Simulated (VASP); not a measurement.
VASP ran on this input.

File POSCAR:
```
Mg2Si
1.0
  0.0000000000   3.1043745625   3.1043745625
  3.1043745625   0.0000000000   3.1043745625
  3.1043745625   3.1043745625   0.0000000000
Mg Si
2 1
Cartesian
  1.5521872812   1.5521872812   1.5521872812
  4.6565618437   4.6565618437   4.6565618437
  0.0000000000   0.0000000000   0.0000000000
```

### INCAR
```
AGGAC = 0.0
ALGO = Normal
EDIFF = 1E-7
ENCUT = 520
GGA = MK
ISIF = 2
ISMEAR = 0
LASPH = .TRUE.
LCHARG = .FALSE.
LREAL = .FALSE.
LUSE_VDW = .TRUE.
LWAVE = .FALSE.
NELM = 100
PARAM1 = 0.1234568
PARAM2 = 0.7114
PREC = Accurate
SIGMA = 0.05
SYSTEM = Mg2Si
ZAB_VDW = -1.8867
```

### KPOINTS
```
Automatic mesh
0
G
 6 6 6
0 0 0
```

POTCAR, in this order: Mg Si (PBE.64 set). Program: vasp_std.

Translate this rev-vdW-DF2 calculation to Quantum ESPRESSO's pw.x.

One equivalent input (not run):
```
&CONTROL
  calculation = 'scf'
  pseudo_dir = './pseudo'
  outdir = './out'
  tprnfor = .true.
  tstress = .true.
/
&SYSTEM
  ibrav = 0
  nat = 3
  ntyp = 2
  ecutwfc = 84
  occupations = 'smearing'
  smearing = 'gaussian'
  degauss = 0.003675
  input_dft = 'vdw-df2-b86r'
/
&ELECTRONS
  conv_thr = 7.3e-09
  electron_maxstep = 100
/
ATOMIC_SPECIES
  Mg 24.305 Mg.upf
  Si 28.085 Si.upf
CELL_PARAMETERS angstrom
     0.0000000    3.1043746    3.1043746
     3.1043746    0.0000000    3.1043746
     3.1043746    3.1043746    0.0000000
ATOMIC_POSITIONS crystal
  Mg   0.2500000  0.2500000  0.2500000
  Mg   0.7500000  0.7500000  0.7500000
  Si   0.0000000  0.0000000  0.0000000
K_POINTS automatic
  6 6 6 0 0 0
```
What does not carry over: the potentials are each code's own (VASP's PAW set, PseudoDojo norm-conserving files in pw.x), so ENCUT and ecutwfc are chosen apart and not converted; conv_thr bounds pw.x's estimated SCF error, while EDIFF bounds the energy change between steps.

The compound is Mg2Si in the antifluorite structure. This cell is one point of a volume scan, at 0.94 of the reference volume.
